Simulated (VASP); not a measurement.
Level of theory: revPBE GGA, VASP's PBE PAW potentials (set 64) (plane waves; VASP).

VASP input:

File POSCAR:
```
MgO
1.0
  0.0000000000   2.1399163324   2.1399163324
  2.1399163324   0.0000000000   2.1399163324
  2.1399163324   2.1399163324   0.0000000000
Mg O
1 1
Cartesian
  0.0000000000   0.0000000000   0.0000000000
  2.1399163324   2.1399163324   2.1399163324
```

### INCAR
```
ALGO  =  Normal
EDIFF  =  1E-7
ENCUT  =  520
GGA  =  RE
ICHARG  =  11
ISMEAR  =  0
LASPH  =  T
LCHARG  =  F
LORBIT  =  11
LREAL  =  F
LWAVE  =  F
NELM  =  100
PREC  =  Accurate
SIGMA  =  0.05
SYSTEM  =  MgO
```

### KPOINTS
```
k-points along high-symmetry lines
15
Line-mode
Reciprocal
  0.000000   0.000000   0.000000 ! GAMMA
  0.500000   0.000000   0.500000 ! X

  0.500000   0.000000   0.500000 ! X
  0.625000   0.250000   0.625000 ! U

  0.375000   0.375000   0.750000 ! K
  0.000000   0.000000   0.000000 ! GAMMA

  0.000000   0.000000   0.000000 ! GAMMA
  0.500000   0.500000   0.500000 ! L

  0.500000   0.500000   0.500000 ! L
  0.500000   0.250000   0.750000 ! W

  0.500000   0.250000   0.750000 ! W
  0.500000   0.000000   0.500000 ! X
```

POTCAR, in this order: Mg O (PBE.64 set). Program: vasp_std. Read from the step before: CHGCAR.

The run wrote:

### OSZICAR
```
       N       E                     dE             d eps       ncg     rms          rms(c)
DAV:   1     0.160889000798E+02    0.16089E+02   -0.46872E+03  1632   0.868E+02
DAV:   2    -0.101076897912E+02   -0.26197E+02   -0.24995E+02  1896   0.135E+02
DAV:   3    -0.104425156108E+02   -0.33483E+00   -0.33483E+00  1688   0.179E+01
DAV:   4    -0.104430825963E+02   -0.56699E-03   -0.56699E-03  1904   0.722E-01
DAV:   5    -0.104430835069E+02   -0.91064E-06   -0.91064E-06  1816   0.229E-02
DAV:   6    -0.104430835092E+02   -0.22703E-08   -0.22704E-08  1952   0.836E-04
   1 F= -.10443084E+02 E0= -.10443084E+02  d E =-.275439E-16
```

**OUTCAR**
```
 val. band max:        2.9604211086   @ k =   0.0000   0.0000   0.0000

 cond. band min:       7.3184401623   @ k =   0.0000   0.0000   0.0000



 k-point     1 :       0.0000    0.0000    0.0000
  band No.  band energies     occupation
      1     -14.1217      2.00000
      2       2.9604      2.00000
      3       2.9604      2.00000
      4       2.9604      2.00000
      5       7.3184      0.00000
      6      18.5879      0.00000
      7      18.5879      0.00000
      8      18.5879      0.00000

 k-point     2 :       0.0357    0.0000    0.0357
  band No.  band energies     occupation
      1     -14.1051      2.00000
      2       2.8540      2.00000
      3       2.9413      2.00000
      4       2.9413      2.00000
      5       7.4411      0.00000
      6      18.2926      0.00000
      7      18.6273      0.00000
      8      18.6273      0.00000

 k-point     3 :       0.0714    0.0000    0.0714
  band No.  band energies     occupation
      1     -14.0560      2.00000
      2       2.5689      2.00000
      3       2.8854      2.00000
      4       2.8854      2.00000
      5       7.7753      0.00000
      6      17.6256      0.00000
      7      18.7426      0.00000
      8      18.7426      0.00000

 k-point     4 :       0.1071    0.0000    0.1071
  band No.  band energies     occupation
      1     -13.9765      2.00000
      2       2.1739      2.00000
      3       2.7972      2.00000
      4       2.7972      2.00000
      5       8.2527      0.00000
      6      16.8496      0.00000
      7      18.9247      0.00000
      8      18.9247      0.00000

 k-point     5 :       0.1429    0.0000    0.1429
  band No.  band energies     occupation
      1     -13.8702      2.00000
      2       1.7295      2.00000
      3       2.6832      2.00000
      4       2.6832      2.00000
      5       8.8135      0.00000
      6      16.0758      0.00000
      7      19.1605      0.00000
      8      19.1605      0.00000
...
```

The density is held fixed in this step, so its total energy and stress have no physical meaning.

The compound is MgO in the rock salt structure. It was relaxed first, which changed the volume by +5 %.
